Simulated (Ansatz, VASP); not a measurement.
This is a calculation of Y3F for VASP 6.6.1.

The input INCAR:

```
PREC = Accurate
ENCUT = 520
EDIFF = 1E-6
ISMEAR = -1
SIGMA = 0.05
LREAL = F
LASPH = T
NELM = 80
ALGO = Fast
ISIF = 2
LWAVE = F
LCHARG = F
LMAXMIX = 4
GGA = B5
ALDAX = 1.0
AGGAX = 1.0
AGGAC = 1.0
ALDAC = 0.0
```

KPOINTS

```
regular mesh
0
Gamma
  4 4 6
```

File POSCAR:

```
Y3F
1.0
    6.2666500000      0.0000000000      0.0000000000
   -3.1333300000      5.4270800000      0.0000000000
    0.0000000000      0.0000000000      3.3619900000
Y F
3 1
Direct
    0.5000000000      0.0000000000      0.0000000000
    0.0000000000      0.5000000000      0.0000000000
    0.5000000000      0.5000000000      0.0000000000
    0.0000000000      0.0000000000      0.0000000000
```

File KPOINTS_OPT:

```
path GMKGALHA,LM,KH
10
line-mode
reciprocal
 0.0000000000  0.0000000000  0.0000000000  G
 0.5000000000  0.0000000000  0.0000000000  M

 0.5000000000  0.0000000000  0.0000000000  M
 0.3333333333  0.3333333333  0.0000000000  K

 0.3333333333  0.3333333333  0.0000000000  K
 0.0000000000  0.0000000000  0.0000000000  G

 0.0000000000  0.0000000000  0.0000000000  G
 0.0000000000  0.0000000000  0.5000000000  A

 0.0000000000  0.0000000000  0.5000000000  A
 0.5000000000  0.0000000000  0.5000000000  L

 0.5000000000  0.0000000000  0.5000000000  L
 0.3333333333  0.3333333333  0.5000000000  H

 0.3333333333  0.3333333333  0.5000000000  H
 0.0000000000  0.0000000000  0.5000000000  A

 0.5000000000  0.0000000000  0.5000000000  L
 0.5000000000  0.0000000000  0.0000000000  M

 0.3333333333  0.3333333333  0.0000000000  K
 0.3333333333  0.3333333333  0.5000000000  H
```

Potentials or basis: VASP PAW PBE potentials, release 64 (Y_sv, F).

Launch:

```bash
$ cat potpaw_PBE.64/Y_sv/POTCAR potpaw_PBE.64/F/POTCAR > POTCAR
$ mpirun -np 1 vasp_std > vasp.out
```

Task: Set up the same calculation for Ansatz 0.2.0. Potentials there: Ansatz PAW.

Result: As run (the cutoff follows the program's own potentials):

Contents of input.yaml:

```yaml
crystal:
  lattice:
    - [6.26665, 0.0, 0.0]
    - [-3.13333, 5.42708, 0.0]
    - [0.0, 0.0, 3.36199]
  atoms:
    - { symbol: "Y", position: [0.5, 0.0, 0.0] }
    - { symbol: "Y", position: [0.0, 0.5, 0.0] }
    - { symbol: "Y", position: [0.5, 0.5, 0.0] }
    - { symbol: F, position: [0.0, 0.0, 0.0] }
hamiltonian:
  xc: blyp
  pseudopotentials: { kind: paw }
kpoints:
  mp_grid: { grid: [4, 4, 6] }
  band_path:
    path:
      - [[0.0, 0.0, 0.0], [0.5, 0.0, 0.0], [0.3333333333, 0.3333333333, 0.0], [0.0, 0.0, 0.0], [0.0, 0.0, 0.5], [0.5, 0.0, 0.5], [0.3333333333, 0.3333333333, 0.5], [0.0, 0.0, 0.5]]
      - [[0.5, 0.0, 0.5], [0.5, 0.0, 0.0]]
      - [[0.3333333333, 0.3333333333, 0.0], [0.3333333333, 0.3333333333, 0.5]]
    npoints: 14
scf:
  occupations: { method: fermi_dirac, width: 0.05 }
  n_extra_bands: 10
output:
  forces: true
  stress: true
  eigenvalues: true
  fatbands: true
```

Potentials or basis: Ansatz PAW.

Command:

```console
$ ansatz run input.yaml --threads 2 --pin off --max-ram 5632MiB --backend cpu --events-out ev --progress --plain --runs-dir out
```

Both were run:

|  | VASP | Ansatz | Ansatz less VASP |
| --- | --- | --- | --- |
| gap on the k mesh at the Fermi level (eV) | none | none | - |
| pressure (GPa) | 1.2 | 1.3 | +0.11 |
| largest component of the traceless stress (GPa) | 0.24 | 0.22 | -0.015 |

A gap of «none» marks a metal or a gap that the smearing closes.

Caveats: the PAW data sets were made with another functional, which shifts forces and pressure a little (VASP); the PAW data sets come from PBE, with cores solved anew for the run's functional, which leaves a small shift of forces and pressure (Ansatz).
